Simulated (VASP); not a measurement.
# PPt (P6_3mc) in VASP: equation of state, part 2 of 2

VASP 6.6.1. The steps go on from the part before.

### 4 Equation of state, PBE, 18.89 Å³/atom (volume scaled by 0.98)

The input, INCAR:

```
SYSTEM = PPt
PREC = Accurate ; ENCUT = 520
EDIFF = 1E-7 ; ISMEAR = -1
SIGMA = 0.05 ; LREAL = .FALSE.
LASPH = .TRUE. ; NELM = 80
ALGO = Normal ; ISIF = 2
LWAVE = .FALSE. ; LCHARG = .FALSE.
GGA = PE ; NBANDS = 23
```

The input, KPOINTS:

```
Automatic mesh
0
G
  8 8 4
  0 0 0
```

The input, POSCAR:

```
PPt
1.0
    3.7179061057      0.0000000000      0.0000000000
   -1.8589530529      3.2198011364      0.0000000000
    0.0000000000      0.0000000000      6.3110991446
Pt P
2 2
Direct
    0.3333333333      0.6666666667      0.3718990000
    0.6666666667      0.3333333333      0.8718990000
    0.3333333333      0.6666666667      0.0031030000
    0.6666666667      0.3333333333      0.5031030000
```

Potentials or basis: VASP PAW PBE potentials, release 64 (Pt, P).

Started as:

```sh
$ cat potpaw_PBE.64/Pt/POTCAR potpaw_PBE.64/P/POTCAR > POTCAR
$ mpirun -np 1 vasp_std > vasp.out
```

OUTCAR:

```text
SYSTEM = PPt
   PREC = Accurate
   ENCUT = 520
   EDIFF = 1E-7
   ISMEAR = -1
   LREAL = .FALSE.
   LASPH = .TRUE.
   NELM = 80
   ISIF = 2
   GGA = PE

 Found     30 irreducible k-points:

 Following reciprocal coordinates:
            Coordinates               Weight
  0.000000  0.000000  0.000000      1.000000
  0.125000  0.000000  0.000000      6.000000
  0.250000  0.000000  0.000000      6.000000
  0.375000  0.000000  0.000000      6.000000
  0.500000  0.000000  0.000000      3.000000
  0.125000  0.125000  0.000000      6.000000
   k-points           NKPTS =     30   k-points in BZ     NKDIM =     30   number of bands    NBANDS=     23
   number of dos      NEDOS =    301   number of ions     NIONS =      4
   total plane-waves  NPLWV =  37632
   dimension x,y,z NGX =    28 NGY =   28 NGZ =   48
   dimension x,y,z NGXF=    56 NGYF=   56 NGZF=   96
   ions per type =               2   2
   NGX,Y,Z   is equivalent  to a cutoff of  12.52, 12.52, 12.64 a.u.
   NGXF,Y,Z  is equivalent  to a cutoff of  25.04, 25.04, 25.29 a.u.
 SYSTEM =  PPt
   PREC   = accura    normal or accurate (medium, high low for compatibility)
   ISTART =      0    job   : 0-new  1-cont  2-samecut
   ICHARG =      2    charge: 1-file 2-atom 10-const
   ISPIN  =      1    spin polarized calculation?
   LNONCOLLINEAR =      F non collinear calculations
   LSORBIT =      F    spin-orbit coupling
   LASPH  =      T    aspherical Exc in radial PAW
   ENCUT  =  520.0 eV  38.22 Ry    6.18 a.u.   6.91  6.91 11.73*2*pi/ulx,y,z
   NELM   =     80;   NELMIN=  2; NELMDL= -5     # of ELM steps
   EDIFF  = 0.1E-06   stopping-criterion for ELM
   LREAL  =      F    real-space projection
   EDIFFG = 0.1E-05   stopping-criterion for IOM
   NSW    =      0    number of steps for IOM
   IBRION =     -1    ionic relax: 0-MD 1-quasi-New 2-CG
   NFREE  =      0    steps in history (QN), initial steepest desc. (CG)
   ISIF   =      2    stress and relaxation
   ISYM   =      2    0-nonsym 1-usesym 2-fastsym
   POTIM  = 0.5000    time-step for ionic-motion
   TEBEG  =    0.0;   TEEND  =   0.0 temperature during run
   PSTRESS=    0.0 pullay stress
   NELECT =      30.0000    total number of electrons
   NUPDOWN=      -1.0000    fix difference up-down
   EMIN   =  10.00;   EMAX   =-10.00  energy-range for DOS
   EFERMI =   0.00;   METHOD = LEGACY
   ISMEAR =    -1;   SIGMA  =   0.05  broadening in eV -4-tet -1-fermi 0-gaus
   EFERMI_NEDOS =   21; number of points for ismear=-14 and -15
   IALGO  =     38    algorithm
   IMIX   =      4    mixing-type and parameters
     AMIX     =   0.40;   BMIX     =  1.00
     AMIX_MAG =   1.60;   BMIX_MAG =  1.00
  volume/ion in A,a.u.               =      18.89       127.46
  Fermi-wavevector in a.u.,A,eV,Ry     =   1.203292  2.273892 19.700040  1.447912
  Thomas-Fermi vector in A             =   2.339050
   LORBIT       =      0    0 simple, 1 ext, 2 COOP (PROOUT), +10 PAW based schemes
   GGA     = PE    functional components
   LHFCALC =     F    Hartree Fock is set to
   AEXX    =    0.0000 exact exchange contribution
   IVDW    =     0    specifies the selected vdW correction
   LEPSILON=     F    determine dielectric tensor
   LRPA    =     F    only Hartree local field effects (RPA)
 non-spin polarized calculation
  energy-cutoff  :      520.00
  volume of cell :       75.55
 maximum number of plane-waves:      2056
 NGX is ok and might be reduce to    28
   NGX = 13   NGY = 13   NGZ = 23

 number of electron      29.9999999 magnetization

 Free energy of the ion-electron system (eV)
  ---------------------------------------------------
  ext. energy  EPLUGINS =         0.00000000
  ---------------------------------------------------
  free energy    TOTEN  =       -24.29558108 eV

  energy without entropy =      -24.28087447  energy(sigma->0) =      -24.28822778

 E-fermi :   7.3618     XC(G=0): -10.8200

 val. band max:        7.3594438842   @ k =   0.3750   0.2500   0.2500
 cond. band min:       7.4912990139   @ k =   0.2500   0.1250   0.5000
 fundamental gap:      0.1318551297
 Fermi energy:         7.3618484056

 k-point     1 :       0.0000    0.0000    0.0000
  band No.  band energies     occupation
      1      -5.7567      2.00000
      2      -4.4116      2.00000
      3       1.1887      2.00000
      4       1.2101      2.00000
      5       1.3537      2.00000
      6       1.3537      2.00000
[... 15 lines left out ...]
     22      14.5634      0.00000
     23      14.5634      0.00000
[... 107 lines left out ...]
      1      -5.2919      2.00000
      2      -4.1428      2.00000
      3       1.0874      2.00000
      4       1.2971      2.00000
      5       1.4501      2.00000
      6       1.4860      2.00000
[... 15 lines left out ...]
     22      14.3027      0.00000
     23      15.2773      0.00000

 [... further k-points ...]

------------------------ aborting loop because EDIFF is reached ----------------------------------------

  FORCE on cell =-STRESS in cart. coord.  units (eV):
  Direction    XX          YY          ZZ          XY          YZ          ZX
  --------------------------------------------------------------------------------------
  -------------------------------------------------------------------------------------
  Total        1.2207367      1.2207367      1.4982911     -0.0000000     -0.0000000     -0.0000000
  in kB       25.8880952     25.8880952     31.7741781     -0.0000000     -0.0000000     -0.0000000
  external PRESSURE =      27.8501228 kB  Pullay stress =       0.0000000 kB

 VOLUME and BASIS-vectors are now :
 -----------------------------------------------------------------------------
  energy-cutoff  :      520.00
  volume of cell :       75.55
      direct lattice vectors                 reciprocal lattice vectors
     3.717906106  0.000000000  0.000000000     0.268968600  0.155289094  0.000000000
    -1.858953053  3.219801136  0.000000000     0.000000000  0.310578187  0.000000000
     0.000000000  0.000000000  6.311099145     0.000000000  0.000000000  0.158451005

 POSITION                                       TOTAL-FORCE (eV/Angst)
 -----------------------------------------------------------------------------------
     -0.00000      2.14653      2.34709         0.000000     -0.000000     -0.174087
      1.85895      1.07327      5.50264        -0.000000      0.000000     -0.174087
     -0.00000      2.14653      0.01958         0.000000     -0.000000      0.174087
      1.85895      1.07327      3.17513         0.000000      0.000000      0.174087
 -----------------------------------------------------------------------------------
    total drift:                                0.000000      0.000000      0.000309

  FREE ENERGIE OF THE ION-ELECTRON SYSTEM (eV)
  ---------------------------------------------------
  free  energy   TOTEN  =       -24.2955810827 eV

  energy  without entropy=      -24.2808744684  energy(sigma->0) =      -24.28822778
```

OSZICAR:

```text
N       E                     dE             d eps       ncg     rms          rms(c)
DAV:   1     0.145063337188E+03    0.14506E+03   -0.14137E+04  1380   0.118E+03
DAV:   2    -0.198371630343E+02   -0.16490E+03   -0.15445E+03  1625   0.237E+02
DAV:   3    -0.257362066947E+02   -0.58990E+01   -0.58260E+01  1724   0.439E+01
DAV:   4    -0.258068741367E+02   -0.70667E-01   -0.70641E-01  1611   0.543E+00
DAV:   5    -0.258081779186E+02   -0.13038E-02   -0.13037E-02  1798   0.730E-01    0.189E+01
DAV:   6    -0.244689149630E+02    0.13393E+01   -0.59266E+00  1443   0.191E+01    0.851E+00
DAV:   7    -0.243366002674E+02    0.13231E+00   -0.67324E-01  1443   0.688E+00    0.504E+00
DAV:   8    -0.242975630204E+02    0.39037E-01   -0.48964E-02  1688   0.146E+00    0.621E-01
DAV:   9    -0.242954303920E+02    0.21326E-02   -0.67889E-03  1618   0.623E-01    0.282E-01
DAV:  10    -0.242956177054E+02   -0.18731E-03   -0.73757E-04  1674   0.149E-01    0.110E-01
DAV:  11    -0.242955828091E+02    0.34896E-04   -0.75271E-05  1639   0.583E-02    0.285E-02
DAV:  12    -0.242955823636E+02    0.44556E-06   -0.36203E-06  1793   0.113E-02    0.180E-02
DAV:  13    -0.242955811715E+02    0.11921E-05   -0.20929E-06  1590   0.878E-03    0.513E-03
DAV:  14    -0.242955810450E+02    0.12646E-06   -0.40049E-07  1645   0.391E-03    0.148E-03
DAV:  15    -0.242955810827E+02   -0.37746E-07   -0.12015E-08   942   0.657E-04
   1 F= -.24295581E+02 E0= -.24288228E+02  d E =-.147066E-01
```

stdout:

```text
POSCAR found type information on POSCAR PtP
 POSCAR found :  2 types and       4 ions
 scaLAPACK will be used
 LDA part: xc-table for (Slater+PW92), standard interpolation
 POSCAR, INCAR and KPOINTS ok, starting setup
 FFT: planning ... GRIDC
 FFT: planning ... GRID_SOFT
 FFT: planning ... GRID
 WAVECAR not read
 entering main loop
```

Run time: 28 s. Hardware: 1 thread of Intel Xeon 6975P-C (Granite Rapids), shared host; peak memory 0.2 GiB.

What came out:

| Property | Result |
| --- | --- |
| Free energy | -24.2956 eV |
| Pressure | 2.8 GPa |
| Largest force | 0.174 eV/Å |
| Band gap on the k mesh | none (metal or under the smearing width) |

### 5 Equation of state, PBE, 19.66 Å³/atom (volume scaled by 1.02)

The input, INCAR:

```
SYSTEM = PPt
PREC = Accurate ; ENCUT = 520
EDIFF = 1E-7 ; ISMEAR = -1
SIGMA = 0.05 ; LREAL = .False.
LASPH = .True. ; NELM = 80
ALGO = Normal ; ISIF = 2
LWAVE = .False. ; LCHARG = .False.
GGA = PE ; NBANDS = 23
```

The input, KPOINTS:

```
regular mesh
0
Gamma
  8 8 4
  0 0 0
```

The input, POSCAR:

```
PPt
1.0
    3.7678168413      0.0000000000      0.0000000000
   -1.8839084207      3.2630251013      0.0000000000
    0.0000000000      0.0000000000      6.3958219945
Pt P
2 2
Direct
    0.3333333333      0.6666666667      0.3718990000
    0.6666666667      0.3333333333      0.8718990000
    0.3333333333      0.6666666667      0.0031030000
    0.6666666667      0.3333333333      0.5031030000
```

Started as:

```sh
$ cat potpaw_PBE.64/Pt/POTCAR potpaw_PBE.64/P/POTCAR > POTCAR
$ mpirun -np 1 vasp_std > vasp.out
```

It took 26 s on 1 thread of Intel Xeon 6975P-C (Granite Rapids), shared host; peak memory 0.2 GiB.

It converged, with:

```
Free energy            : -24.2963 eV
Pressure               : -2.6 GPa
Largest force          : 0.101 eV/Å
Band gap on the k mesh : none (metal or under the smearing width)
```

### 6 Equation of state, PBE, 20.04 Å³/atom (volume scaled by 1.04)

The input, INCAR:

```
SYSTEM = PPt
PREC = Accurate ; ENCUT = 520
EDIFF = 1E-7 ; ISMEAR = -1
SIGMA = 0.05 ; LREAL = .FALSE.
LASPH = .TRUE. ; NELM = 100
ALGO = Normal ; ISIF = 2
LWAVE = .FALSE. ; LCHARG = .FALSE.
GGA = PE ; NBANDS = 23
```

The input, KPOINTS:

```
regular mesh
0
G
  8 8 4
  0 0 0
```

The input, POSCAR:

```
PPt
1.0
    3.7922838700      0.0000000000      0.0000000000
   -1.8961419350      3.2842141697      0.0000000000
    0.0000000000      0.0000000000      6.4373544699
Pt P
2 2
Direct
    0.3333333333      0.6666666667      0.3718990000
    0.6666666667      0.3333333333      0.8718990000
    0.3333333333      0.6666666667      0.0031030000
    0.6666666667      0.3333333333      0.5031030000
```

Potentials or basis: VASP PAW PBE potentials, release 64 (Pt, P).

Started as:

```sh
$ cat potpaw_PBE.64/Pt/POTCAR potpaw_PBE.64/P/POTCAR > POTCAR
$ mpirun -np 1 vasp_std > vasp.out
```

Run time: 28 s. Hardware: 1 thread of Intel Xeon 6975P-C (Granite Rapids), shared host; peak memory 0.2 GiB.

The run converged. Its results:

```yaml
Free_energy: -24.2607 eV
Pressure: -4.9 GPa
Largest_force: 0.069 eV/Å
Band_gap_on_the_k_mesh: none (metal or under the smearing width)
```

### 7 Equation of state, PBE, 20.43 Å³/atom (volume scaled by 1.06)

The input, INCAR:

```
SYSTEM = PPt
ALGO = Normal
EDIFF = 1E-7
ENCUT = 520
GGA = PE
ISIF = 2
ISMEAR = -1
LASPH = .TRUE.
LCHARG = .FALSE.
LREAL = .FALSE.
LWAVE = .FALSE.
NBANDS = 23
NELM = 60
PREC = Accurate
SIGMA = 0.05
```

The input, KPOINTS:

```
k-points
0
G
  8 8 4
  0 0 0
```

The input, POSCAR:

```
PPt
1.0
    3.8164391955      0.0000000000      0.0000000000
   -1.9082195978      3.3051332953      0.0000000000
    0.0000000000      0.0000000000      6.4783578332
Pt P
2 2
Direct
    0.3333333333      0.6666666667      0.3718990000
    0.6666666667      0.3333333333      0.8718990000
    0.3333333333      0.6666666667      0.0031030000
    0.6666666667      0.3333333333      0.5031030000
```

Started as:

```sh
$ cat potpaw_PBE.64/Pt/POTCAR potpaw_PBE.64/P/POTCAR > POTCAR
$ mpirun -np 1 vasp_std > vasp.out
```

Wall time 24 s (1 thread of Intel Xeon 6975P-C (Granite Rapids), shared host); peak memory 0.2 GiB.

It converged, with:

```
Free energy            : -24.2047 eV
Pressure               : -6.9 GPa
Largest force          : 0.039 eV/Å
Band gap on the k mesh : none (metal or under the smearing width)
```

### 8 Equation of state, PBE

No new run: the results of the series are fitted here.

Results:

```
Equilibrium volume                        : 19.27 Å³/atom
Bulk modulus at fixed shape and positions : 135 GPa
Pressure derivative of the bulk modulus   : 5.0
```

Energy against volume, from the lowest point:
```
volume (Å³/atom)  energy (meV/atom)
          18.116              32.89
          18.502              14.00
          18.887               3.34
          19.273               0.00
          19.658               3.15
          20.044              12.06
          20.429              26.07
```

Caveat: the cell was scaled at fixed shape and fractional positions, which overstates the stiffness of a crystal with free parameters, most of all of layers and chains.
